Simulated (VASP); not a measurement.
Consider the following.

```xyz
6
Lattice="4.8111 0.0000 0.0000 0.0000 4.8111 0.0000 0.0000 0.0000 4.8111" Properties=species:S:1:pos:R:3 pbc="T T T"
Ag     3.6083     1.2028     3.6083
Ag     1.2028     3.6083     3.6083
Ag     3.6083     3.6083     1.2028
Ag     1.2028     1.2028     1.2028
O      0.0000     0.0000     0.0000
O      2.4055     2.4055     2.4055
```

These are PBE GGA with spin-orbit coupling, VASP's PBE PAW potentials (set 64) (plane waves; VASP 6.6.1) values and carry that method's errors. Numerical set-up: 520 eV cut-off, 6×6×6 Γ-centred mesh, Gaussian smearing of 0.050 eV, potentials Ag O.

**Question.** Give the energies of bands 45 to 58 at the high-symmetry points, in eV from the valence-band maximum.

**Answer.** 
```csv
band,Γ,X,M,R
45,-2.55,-2.44,-1.89,-2.55
46,-2.55,-2.44,-1.89,-2.55
47,-2.55,-2.44,-1.89,-2.55
48,-2.55,-2.44,-1.89,-2.55
49,-2.34,-1.52,-1.53,-1.71
50,-2.34,-1.52,-1.53,-1.71
51,-0.11,-1.52,-1.53,-0.75
52,-0.11,-1.52,-1.53,-0.75
53,-0.11,-0.47,-0.79,-0.75
54,-0.11,-0.47,-0.79,-0.75
55,-0.09,-0.47,-0.79,-0.56
56,-0.09,-0.47,-0.79,-0.56
57,0.09,1.97,2.07,2.56
58,0.09,1.97,2.07,2.56
```

The gap is direct, 0.04 eV, from the valence maximum at M-Γ at 0.86 to the conduction minimum at M-Γ at 0.86.

The compound is Ag2O in the cuprite structure. It was relaxed first, which changed the volume by +5 %.
